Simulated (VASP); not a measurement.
All values below come from PBEsol GGA, VASP's PBE PAW potentials (set 64) (plane waves; VASP).

Input for VASP

KPOINTS:
```
Automatic
0
Gamma
  3 3 6
```

### POSCAR
```
CdZn3Se4
1
   -0.0009307309     5.7463729598     5.7472410473
    5.7463729598    -0.0009307309     5.7472410473
    2.8727211145     2.8727211145    -0.0000000000
Zn Se Cd
3 4 1
Direct
  0.0004201522   0.0004201522   0.9991596955
  0.0014199270   0.4989507978   0.9996292753
  0.4989507978   0.0014199270   0.9996292753
  0.1252235990   0.1252235990   0.2495528020
  0.1078071156   0.6303856113   0.2618072731
  0.6303856113   0.1078071156   0.2618072731
  0.6371408740   0.6371408740   0.2257182519
  0.4986519231   0.4986519231   0.0026961538
```

### INCAR
```
SYSTEM = CdZn3Se4
PREC = Accurate
ENCUT = 400
EDIFF = 1E-6
NELM = 100
ALGO = Normal
LREAL = .FALSE.
LASPH = .TRUE.
ISMEAR = 0
SIGMA = 0.05
GGA = PS
LMAXMIX = 4
LWAVE = .FALSE.
LCHARG = .FALSE.
IBRION = 2
ISIF = 3
NSW = 60
EDIFFG = -0.02
```

POTCAR, in this order: Zn Se Cd (PBE.64 set). Program: vasp_std.

**Question.** What will the output report for the number of irreducible k-points (NKPTS), number of bands (NBANDS), largest plane-wave count, number of space-group operations, FFT grid (NGX, NGY, NGZ)?

**Answer.** 
```json
{
 "number of irreducible k-points (NKPTS)": "16",
 "number of bands (NBANDS)": "43",
 "largest_plane_wave_count": "3466",
 "number_of_space_group_operations": "4",
 "FFT grid (NGX, NGY, NGZ)": "54 × 54 × 28"
}
```

The structure was generated: CdZn3Se4 was put into an ordered model structure (Amm2), which need not be its known phase. This run relaxes it. Symmetry was kept, so distortions that lower it aren't found. The start is the result of an earlier pass.
